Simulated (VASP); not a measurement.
Output of a VASP run:

OSZICAR:
```
       N       E                     dE             d eps       ncg     rms          rms(c)
DAV:   1     0.166619200800E+02    0.16662E+02   -0.43563E+03  5476   0.128E+03
DAV:   2    -0.725268630684E+01   -0.23915E+02   -0.23262E+02  5182   0.151E+02
DAV:   3    -0.755438843598E+01   -0.30170E+00   -0.30148E+00  5752   0.219E+01
DAV:   4    -0.755729354239E+01   -0.29051E-02   -0.29047E-02  5663   0.192E+00
DAV:   5    -0.755736792589E+01   -0.74383E-04   -0.74382E-04  5701   0.268E-01    0.107E+01
DAV:   6    -0.676242314850E+01    0.79494E+00   -0.14563E+01  5392   0.643E+01    0.521E+00
DAV:   7    -0.650776069034E+01    0.25466E+00   -0.22230E+00  5424   0.238E+01    0.211E+00
DAV:   8    -0.648406738873E+01    0.23693E-01   -0.38817E-02  7326   0.231E+00    0.503E-01
DAV:   9    -0.648226960300E+01    0.17978E-02   -0.76550E-04  6435   0.352E-01    0.401E-02
DAV:  10    -0.648225424852E+01    0.15354E-04   -0.63652E-05  7519   0.648E-02    0.114E-02
DAV:  11    -0.648225504123E+01   -0.79270E-06   -0.16177E-06  5677   0.243E-02    0.217E-03
DAV:  12    -0.648225497983E+01    0.61393E-07   -0.12450E-08  2876   0.187E-03
   1 F= -.64822550E+01 E0= -.64822550E+01  d E =0.000000E+00
```

### OUTCAR
```
------------------------ aborting loop because EDIFF is reached ----------------------------------------
  FORCE on cell =-STRESS in cart. coord.  units (eV):
  Direction    XX          YY          ZZ          XY          YZ          ZX
  --------------------------------------------------------------------------------------
  Total        0.0032093      0.0032093      0.0032093     -0.0000000      0.0000000      0.0000000
  in kB        0.5138359      0.5138359      0.5138359     -0.0000000      0.0000000      0.0000000
  external PRESSURE =       0.5138359 kB  Pullay stress =       0.0000000 kB
  volume of cell :       10.01
      direct lattice vectors                 reciprocal lattice vectors
    -1.357512244  1.357512244  1.357512244     0.000000000  0.368320803  0.368320803
     1.357512244 -1.357512244  1.357512244     0.368320803  0.000000000  0.368320803
     1.357512244  1.357512244 -1.357512244     0.368320803  0.368320803  0.000000000
 POSITION                                       TOTAL-FORCE (eV/Angst)
 -----------------------------------------------------------------------------------
      0.00000      0.00000      0.00000         0.000000      0.000000      0.000000
 -----------------------------------------------------------------------------------
    total drift:                               -0.000000      0.000000      0.000000
  FREE ENERGIE OF THE ION-ELECTRON SYSTEM (eV)
  ---------------------------------------------------
  free  energy   TOTEN  =        -6.4822549798 eV

  energy  without entropy=       -6.4822549798  energy(sigma->0) =       -6.48225498

 total charge

# of ion       s       p       d       tot
------------------------------------------
    1        0.529   0.564   8.388   9.481
```
(Selected blocks of OUTCAR.)

### POSCAR
```
Ni
1
   -1.3575122444     1.3575122444     1.3575122444
    1.3575122444    -1.3575122444     1.3575122444
    1.3575122444     1.3575122444    -1.3575122444
Ni
1
Direct
  0.0000000000   0.0000000000   0.0000000000
```

### Question
Reconstruct the remaining input files.

### Answer
Several could match; the one computed here: the input of the run itself, LDA (Ceperley-Alder, Perdew-Zunger), plane waves, VASP's LDA PAW potentials (set 64).

### INCAR
```
ALGO=Normal
EDIFF=1E-7
ENCUT=400
ISIF=2
ISMEAR=-5
LASPH=.True.
LCHARG=.True.
LMAXMIX=4
LORBIT=11
LREAL=.False.
LWAVE=.False.
NEDOS=601
NELM=100
PREC=Accurate
SYSTEM=Ni
```

KPOINTS:
```
Regular mesh
0
gamma
21 21 21
```

POTCAR, in this order: Ni (LDA.64 set). Program: vasp_std.

For a metal the tetrahedron method with Blöchl corrections gives inexact stress and forces.

The structure comes from a computed database's Ni entry (Im-3m); how it stands against other phases isn't given here. It was relaxed first, which changed the volume by -6 %. The run is not spin-polarised, so no magnetic state was tried.
